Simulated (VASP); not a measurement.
# LiMg12 (a cell with a defect) in VASP: further runs

One crystal, LiMg12 (a cell with a defect), is run at these levels: PBEsol; tasks: single point.

Everything below comes from runs of VASP 6.6.1. Logs are shortened: lines on timing, memory, paths and dates and some standing lists are left out, and cuts for length are marked.

**1. The structure**

The cell holds a defect, 13 atoms: a = 6.420 Å, b = 9.630 Å, c = 5.213 Å, α = 90.00°, β = 90.00°, γ = 120.00°.

The cell was built by a generator and needn't be a form met in nature.

**2. Single point, PBEsol**

Contents of INCAR:

```
  PREC = Accurate
  ENCUT = 520
  EDIFF = 1E-6
  ISMEAR = -1
  SIGMA = 0.1
  LREAL = False
  LASPH = True
  NELM = 80
  ALGO = Normal
  ISIF = 2
  LWAVE = False
  LCHARG = False
  GGA = PS
  NBANDS = 26
```

Contents of KPOINTS:

```
regular mesh
0
Gamma
  3 2 3
```

Contents of POSCAR:

```
LiMg12
1.0
    6.4200000000      0.0000000000      0.0000000000
   -4.8150000000      8.3398250000      0.0000000000
    0.0000000000      0.0000000000      5.2130400000
Mg Li
12 1
Direct
   -0.0526104970     -0.0911649825     -0.0819099796
    0.1211893729      0.2205681774      0.5755566809
   -0.0648522663      0.3709550260      0.0686547581
    0.2529426583      0.5407667427      0.6110062459
   -0.0246859244      0.6728798266     -0.0122193576
    0.2261891825      0.8528836037      0.4140770069
    0.4959013547     -0.0479986091     -0.1044879763
    0.6591014005      0.2462161976      0.5979620337
    0.4254165687      0.3836291529     -0.0450600801
    0.7383145218      0.5598918443      0.5029694765
    0.4694204604      0.6732875090      0.1124871476
    0.7445582853      0.9486529993      0.4045240397
    0.3639369121      0.1279283438      0.1216564615
```

Potentials or basis: VASP PAW PBE potentials, release 64 (Mg, Li_sv).

Run with:

```
> cat potpaw_PBE.64/Mg/POTCAR potpaw_PBE.64/Li_sv/POTCAR > POTCAR
> mpirun -np 1 vasp_std > vasp.out
```

OUTCAR:

```text
PREC = Accurate
   ENCUT = 520
   EDIFF = 1E-6
   ISMEAR = -1
   LREAL = False
   LASPH = True
   NELM = 80
   ISIF = 2
   GGA = PS

 ion  position               nearest neighbor table
   1  0.947  0.909  0.918-   5 2.39  13 2.66  11 2.94  12 2.96  12 3.08   7 3.13   2 3.18   7 3.34
                             6 3.34   6 3.37  10 3.64
   2  0.121  0.221  0.576-   9 2.67  12 2.68   4 2.77   8 3.10   1 3.18   8 3.34   3 3.44   3 3.50

   3  0.935  0.371  0.069-   5 2.82   8 2.91   4 3.03   9 3.14   8 3.17  11 3.21   9 3.39   4 3.39
                             2 3.44   2 3.50  10 3.51
   4  0.253  0.541  0.611-   2 2.77   9 2.90  11 2.92  11 2.94   3 3.03  10 3.08   6 3.26   5 3.30
                             3 3.39   8 3.43  10 3.45
   5  0.975  0.673  0.988-   1 2.39   6 2.78   3 2.82  10 2.87  10 3.01   7 3.11   9 3.23  11 3.24
                             4 3.30  11 3.31   6 3.43
   6  0.226  0.853  0.414-   5 2.78  13 2.79   7 2.92  12 2.98  10 3.02   7 3.09  11 3.26   4 3.26
                             1 3.34   1 3.37   5 3.43   8 3.53  12 3.64
   7  0.496  0.952  0.896-  13 2.53  11 2.84   6 2.92   8 2.93  12 3.03   6 3.09  12 3.11   5 3.11
                             1 3.13   1 3.34
   8  0.659  0.246  0.598-  10 2.84   3 2.91   7 2.93  13 2.98   9 3.07   2 3.10   3 3.17  12 3.33
                             2 3.34   4 3.43   6 3.53
   9  0.425  0.384  0.955-  13 2.45   2 2.67  11 2.78   4 2.90  10 3.01   8 3.07   3 3.14   5 3.23
                             3 3.39  10 3.42
  10  0.738  0.560  0.503-   8 2.84   5 2.87   5 3.01   9 3.01   6 3.02   4 3.08  11 3.19   9 3.42
                             4 3.45   3 3.51   1 3.64
  11  0.469  0.673  0.112-   9 2.78  12 2.79   7 2.84   4 2.92   4 2.94   1 2.94  10 3.19   3 3.21
                             5 3.24   6 3.26   5 3.31
  12  0.745  0.949  0.405-   2 2.68  11 2.79   1 2.96   6 2.98   7 3.03   1 3.08   7 3.11   8 3.33
                             6 3.64
  13  0.364  0.128  0.122-   9 2.45   7 2.53   1 2.66   6 2.79   8 2.98

  LATTYP: Found a simple monoclinic cell.
 ALAT       =     6.4200000000
 B/A-ratio  =     0.8120000000
 C/A-ratio  =     1.3228757108
 COS(beta)  =    -0.1889822286

  Lattice vectors:

 A1 = (   6.4200000000,   0.0000000000,   0.0000000000)
 A2 = (   0.0000000000,   0.0000000000,   5.2130400000)
 A3 = (  -1.6050000000,  -8.3398250000,   0.0000000000)

Analysis of symmetry for initial positions (statically):
=====================================================================
 Subroutine PRICEL returns:
 Original cell was already a primitive cell.

 Routine SETGRP: Setting up the symmetry group for a
 simple monoclinic supercell.

 Subroutine GETGRP returns: Found  1 space group operations
 (whereof  1 operations were pure point group operations)
 out of a pool of  4 trial point group operations.

The static configuration has the point symmetry C_1 .

Analysis of symmetry for dynamics (positions and initial velocities):
=====================================================================
 Subroutine PRICEL returns:
 Original cell was already a primitive cell.

 Routine SETGRP: Setting up the symmetry group for a
 simple monoclinic supercell.

 Subroutine GETGRP returns: Found  1 space group operations
 (whereof  1 operations were pure point group operations)
 out of a pool of  4 trial point group operations.

The dynamic configuration has the point symmetry C_1 .

 Subroutine INISYM returns: Found  1 space group operations
 (whereof  1 operations are pure point group operations),
 and found     1 'primitive' translations

----------------------------------------------------------------------------------------

                                     Primitive cell

  volume of cell :     279.1149

  direct lattice vectors                    reciprocal lattice vectors
     6.420000000  0.000000000  0.000000000     0.155763240  0.089929945  0.000000000
    -4.815000000  8.339825000  0.000000000     0.000000000  0.119906593  0.000000000
     0.000000000  0.000000000  5.213040000     0.000000000  0.000000000  0.191826650

  length of vectors
     6.420000000  9.630000313  5.213040000     0.179859895  0.119906593  0.191826650

  position of ions in fractional coordinates (direct lattice)
     0.947389503  0.908835018  0.918090020
     0.121189373  0.220568177  0.575556681
     0.935147734  0.370955026  0.068654758
     0.252942658  0.540766743  0.611006246
     0.975314076  0.672879827  0.987780642
     0.226189183  0.852883604  0.414077007
     0.495901355  0.952001391  0.895512024
     0.659101400  0.246216198  0.597962034
     0.425416569  0.383629153  0.954939920
     0.738314522  0.559891844  0.502969476
     0.469420460  0.673287509  0.112487148
     0.744558285  0.948652999  0.404524040
     0.363936912  0.127928344  0.121656462

[... 30 lines left out ...]

  Length of vectors
     0.059953298  0.059953296  0.063942217

  Shift w.r.t. Gamma in fractional coordinates (k-lattice)
     0.000000000  0.000000000  0.000000000

 -----------------------------------------------------------------------------
|                                                                             |
|           W    W    AA    RRRRR   N    N  II  N    N   GGGG   !!!           |
|           W    W   A  A   R    R  NN   N  II  NN   N  G    G  !!!           |
|           W    W  A    A  R    R  N N  N  II  N N  N  G       !!!           |
|           W WW W  AAAAAA  RRRRR   N  N N  II  N  N N  G  GGG   !            |
|           WW  WW  A    A  R   R   N   NN  II  N   NN  G    G                |
|           W    W  A    A  R    R  N    N  II  N    N   GGGG   !!!           |
|                                                                             |
|     Your reciprocal lattice and k-lattice belong to different lattice       |
|     classes:                                                                |
|                                                                             |
|        The reciprocal lattice is simple monoclinic,                         |
|        whereas your k-lattice is hexagonal.                                 |
|                                                                             |
|     Results are often still useful ...                                      |
|                                                                             |
 -----------------------------------------------------------------------------

 Subroutine IBZKPT returns following result:
 ===========================================

 Found     10 irreducible k-points:

 Following reciprocal coordinates:
            Coordinates               Weight
  0.000000  0.000000  0.000000      1.000000
  0.333333  0.000000  0.000000      2.000000
  0.000000  0.500000  0.000000      1.000000
  0.333333  0.500000  0.000000      2.000000
  0.000000  0.000000  0.333333      2.000000
  0.333333  0.000000  0.333333      2.000000
 -0.333333  0.000000  0.333333      2.000000
  0.000000  0.500000  0.333333      2.000000
  0.333333  0.500000  0.333333      2.000000
 -0.333333  0.500000  0.333333      2.000000
   k-points           NKPTS =     10   k-points in BZ     NKDIM =     10   number of bands    NBANDS=     26
   number of dos      NEDOS =    301   number of ions     NIONS =     13
   total plane-waves  NPLWV = 138240
   dimension x,y,z NGX =    48 NGY =   72 NGZ =   40
   dimension x,y,z NGXF=    96 NGYF=  144 NGZF=   80
   ions per type =              12   1
   NGX,Y,Z   is equivalent  to a cutoff of  12.43, 12.43, 12.76 a.u.
   NGXF,Y,Z  is equivalent  to a cutoff of  24.86, 24.86, 25.51 a.u.
 SYSTEM =  unknown system
   PREC   = accura    normal or accurate (medium, high low for compatibility)
   ISTART =      0    job   : 0-new  1-cont  2-samecut
   ICHARG =      2    charge: 1-file 2-atom 10-const
   ISPIN  =      1    spin polarized calculation?
   LNONCOLLINEAR =      F non collinear calculations
   LSORBIT =      F    spin-orbit coupling
   LASPH  =      T    aspherical Exc in radial PAW
   ENCUT  =  520.0 eV  38.22 Ry    6.18 a.u.  11.94 17.91  9.69*2*pi/ulx,y,z
   NELM   =     80;   NELMIN=  2; NELMDL= -5     # of ELM steps
   EDIFF  = 0.1E-05   stopping-criterion for ELM
   LREAL  =      F    real-space projection
   EDIFFG = 0.1E-04   stopping-criterion for IOM
   NSW    =      0    number of steps for IOM
   IBRION =     -1    ionic relax: 0-MD 1-quasi-New 2-CG
   NFREE  =      0    steps in history (QN), initial steepest desc. (CG)
   ISIF   =      2    stress and relaxation
   ISYM   =      2    0-nonsym 1-usesym 2-fastsym
   POTIM  = 0.5000    time-step for ionic-motion
   TEBEG  =    0.0;   TEEND  =   0.0 temperature during run
   PSTRESS=    0.0 pullay stress
   NELECT =      27.0000    total number of electrons
   NUPDOWN=      -1.0000    fix difference up-down
   EMIN   =  10.00;   EMAX   =-10.00  energy-range for DOS
   EFERMI =   0.00;   METHOD = LEGACY
   ISMEAR =    -1;   SIGMA  =   0.10  broadening in eV -4-tet -1-fermi 0-gaus
   EFERMI_NEDOS =   21; number of points for ismear=-14 and -15
   IALGO  =     38    algorithm
   IMIX   =      4    mixing-type and parameters
     AMIX     =   0.40;   BMIX     =  1.00
     AMIX_MAG =   1.60;   BMIX_MAG =  1.00
  volume/ion in A,a.u.               =      21.47       144.89
  Fermi-wavevector in a.u.,A,eV,Ry     =   0.751511  1.420149  7.684136  0.564768
  Thomas-Fermi vector in A             =   1.848508
   LORBIT       =      0    0 simple, 1 ext, 2 COOP (PROOUT), +10 PAW based schemes
   GGA     = PS    functional components
   LHFCALC =     F    Hartree Fock is set to
   AEXX    =    0.0000 exact exchange contribution
   IVDW    =     0    specifies the selected vdW correction
   LEPSILON=     F    determine dielectric tensor
   LRPA    =     F    only Hartree local field effects (RPA)
 non-spin polarized calculation
  energy-cutoff  :      520.00
  volume of cell :      279.11
 maximum number of plane-waves:      7549
   NGX = 23   NGY = 35   NGZ = 19

 number of electron      26.9999998 magnetization

 Free energy of the ion-electron system (eV)
  ---------------------------------------------------
  ext. energy  EPLUGINS =         0.00000000
  ---------------------------------------------------
  free energy    TOTEN  =       -19.16286724 eV

  energy without entropy =      -18.89735790  energy(sigma->0) =      -19.03011257

 E-fermi :   2.6512     XC(G=0):  -8.5906

 val. band max:        2.6392701778   @ k =   0.0000   0.0000   0.3333
 cond. band min:       2.6672508061   @ k =   0.3333   0.5000   0.0000
 fundamental gap:      0.0279806282
 Fermi energy:         2.6512323193

 k-point     1 :       0.0000    0.0000    0.0000
  band No.  band energies     occupation
      1     -43.2212      2.00000
      2      -4.3175      2.00000
      3      -2.4261      2.00000
      4      -1.8931      2.00000
      5      -0.6773      2.00000
      6      -0.5988      2.00000
[... 269 lines left out ...]
     24       6.3460      0.00000
     25       6.5480      0.00000
 [bands above 25 left out]

------------------------ aborting loop because EDIFF is reached ----------------------------------------

  FORCE on cell =-STRESS in cart. coord.  units (eV):
  Direction    XX          YY          ZZ          XY          YZ          ZX
  --------------------------------------------------------------------------------------
  -------------------------------------------------------------------------------------
  Total        2.8159307     13.1215517      8.6666367     -3.6476430      1.1393251      3.3737628
  in kB       16.1640250     75.3204239     49.7482891    -20.9382261      6.5399620     19.3660973
  external PRESSURE =      47.0775794 kB  Pullay stress =       0.0000000 kB

 VOLUME and BASIS-vectors are now :
 -----------------------------------------------------------------------------
  energy-cutoff  :      520.00
  volume of cell :      279.11
      direct lattice vectors                 reciprocal lattice vectors
     6.420000000  0.000000000  0.000000000     0.155763240  0.089929945  0.000000000
    -4.815000000  8.339825000  0.000000000     0.000000000  0.119906593  0.000000000
     0.000000000  0.000000000  5.213040000     0.000000000  0.000000000  0.191826650

 POSITION                                       TOTAL-FORCE (eV/Angst)
 -----------------------------------------------------------------------------------
      1.70620      7.57952      4.78604        -1.045180      1.729952     -0.763738
     -0.28400      1.83950      3.00040         0.429303     -0.243206     -0.501618
      4.21750      3.09370      0.35790         0.231411     -0.596933      0.586570
     -0.97990      4.50990      3.18520        -0.742106      0.778282     -0.298081
      3.02160      5.61170      5.14934         1.090443     -1.596817     -0.026253
     -2.65450      7.11290      2.15860        -0.261935      0.172239      0.464339
     -1.40020      7.93952      4.66834         0.420414     -0.040167     -0.055644
      3.04590      2.05340      3.11720        -0.095137     -0.500400     -0.342801
      0.88400      3.19940      4.97814         0.560380      0.638866      0.812165
      2.04410      4.66940      2.62200        -0.404870      0.201860     -0.521600
     -0.22820      5.61510      0.58640        -0.108167     -0.277157      0.047467
      0.21230      7.91160      2.10880        -0.148337     -0.302350     -0.022480
      1.72050      1.06690      0.63420         0.073781      0.035830      0.621674
 -----------------------------------------------------------------------------------
    total drift:                                0.000153      0.000263     -0.000100

  FREE ENERGIE OF THE ION-ELECTRON SYSTEM (eV)
  ---------------------------------------------------
  free  energy   TOTEN  =       -19.1628672360 eV

  energy  without entropy=      -18.8973579037  energy(sigma->0) =      -19.03011257
```

Run time: 1.8 min. Hardware: 1 thread of Intel Xeon Platinum 8488C (Sapphire Rapids), shared host; peak memory 0.36 GiB.

What came out:

* Free energy: -19.1629 eV
* Largest force: 2.161 eV/Å
* Band gap on the k mesh: none (metal or under the smearing width)

Forces in eV/Å, atoms in the order of the input:
```
Mg  -1.045  1.730 -0.764
Mg   0.429 -0.243 -0.502
Mg   0.231 -0.597  0.587
Mg  -0.742  0.778 -0.298
Mg   1.090 -1.597 -0.026
Mg  -0.262  0.172  0.464
Mg   0.420 -0.040 -0.056
Mg  -0.095 -0.500 -0.343
Mg   0.560  0.639  0.812
Mg  -0.405  0.202 -0.522
Mg  -0.108 -0.277  0.047
Mg  -0.148 -0.302 -0.022
Li   0.074  0.036  0.622
```

Levels at points of the mesh, in eV from the Fermi level:
| k point | band 12 | band 13 | band 14 | band 15 | band 16 | band 17 |
| --- | --- | --- | --- | --- | --- | --- |
| (0.00, 0.00, 0.00) | -0.16 | 0.19 | 0.31 | 0.51 | 0.93 | 1.19 |
| (0.00, 0.50, 0.00) | -0.92 | -0.60 | -0.32 | -0.15 | 1.59 | 1.80 |

Caveat: the k mesh is coarse (spacing up to 0.40 Å⁻¹), so the values aren't converged; the cutoff is under 1.25 times the usual one of these potentials, so pressure, stress and relaxed cells hold a basis-set (Pulay) error; the PAW data sets were made with another functional, which shifts forces and pressure a little.

**3. Single point, PBEsol**

Contents of INCAR:

```
ALGO     = Fast           # electronic algorithm
EDIFF    = 1E-6           # SCF threshold, eV
ENCUT    = 520            # plane-wave cutoff, eV
GGA      = PS             # functional
ISIF     = 2              # what is computed and relaxed
ISMEAR   = -1             # smearing method
LASPH    = T              # aspherical terms in the spheres
LCHARG   = F              # write CHGCAR
LREAL    = F              # projectors in reciprocal space
LWAVE    = F              # write WAVECAR
NBANDS   = 26             # bands
NELM     = 80             # most SCF steps
PREC     = Accurate       # precision mode
SIGMA    = 0.1            # smearing width, eV
```

Contents of KPOINTS:

```
k-points
0
Gamma
  3 2 3
```

Contents of POSCAR:

```
LiMg12
1.0
    6.4200000000      0.0000000000      0.0000000000
   -4.8150000000      8.3398250000      0.0000000000
    0.0000000000      0.0000000000      5.2130400000
Mg Li
12 1
Direct
   -0.0287546068     -0.0541857893     -0.1496823351
    0.1910009983      0.2524873124      0.5042738978
   -0.1173470257      0.3069848588      0.1505071897
    0.2443763994      0.5668943893      0.6315892454
   -0.0029223946      0.6293537334     -0.0454053681
    0.1817633965      0.8523200427      0.4108543192
    0.5045067703     -0.0586223332     -0.1208507896
    0.6360173565      0.2398611482      0.6187176772
    0.4668811411      0.4178145225      0.0118740696
    0.7328399813      0.5673380437      0.4575065605
    0.4317115981      0.6726040415      0.1513320443
    0.7482872736      0.9361587323      0.4089552353
    0.3728262323      0.1333840938      0.1703037000
```

Potentials or basis: VASP PAW PBE potentials, release 64 (Mg, Li_sv).

Run with:

```
> cat potpaw_PBE.64/Mg/POTCAR potpaw_PBE.64/Li_sv/POTCAR > POTCAR
> mpirun -np 1 vasp_std > vasp.out
```

It took 3.9 min on 1 thread of Intel Xeon Platinum 8488C (Sapphire Rapids), shared host; peak memory 0.36 GiB.

It converged, with:

| Item | Value |
| --- | --- |
| Free energy | -19.6922 eV |
| Largest force | 1.351 eV/Å |
| Band gap on the k mesh | none (metal or under the smearing width) |

Forces in eV/Å, atoms in the order of the input:
```
Mg   0.447 -0.080  0.928
Mg  -0.127  0.049  0.489
Mg   0.395  0.111 -0.642
Mg   0.481 -0.251 -0.416
Mg  -1.183  0.489  0.433
Mg   0.356  0.175  0.005
Mg  -0.303  0.100  0.275
Mg   0.096 -0.032  0.607
Mg   0.082 -0.662 -0.793
Mg  -0.300 -0.174  0.460
Mg   0.157 -0.134 -0.324
Mg  -0.281  0.536 -0.636
Li   0.180 -0.127 -0.386
```

Levels at points of the mesh, in eV from the Fermi level:
| k point | band 10 | band 11 | band 12 | band 13 | band 14 | band 15 | band 16 | band 17 |
| --- | --- | --- | --- | --- | --- | --- | --- | --- |
| (0.00, 0.00, 0.00) | -1.51 | -0.53 | -0.01 | 0.07 | 0.18 | 0.55 | 0.77 | 1.28 |
| (0.00, 0.50, 0.00) | -1.38 | -1.20 | -0.93 | -0.71 | -0.27 | -0.12 | 1.55 | 1.77 |

Caveat: the k mesh is coarse (spacing up to 0.40 Å⁻¹), so the values aren't converged; the cutoff is under 1.25 times the usual one of these potentials, so pressure, stress and relaxed cells hold a basis-set (Pulay) error; the PAW data sets were made with another functional, which shifts forces and pressure a little.
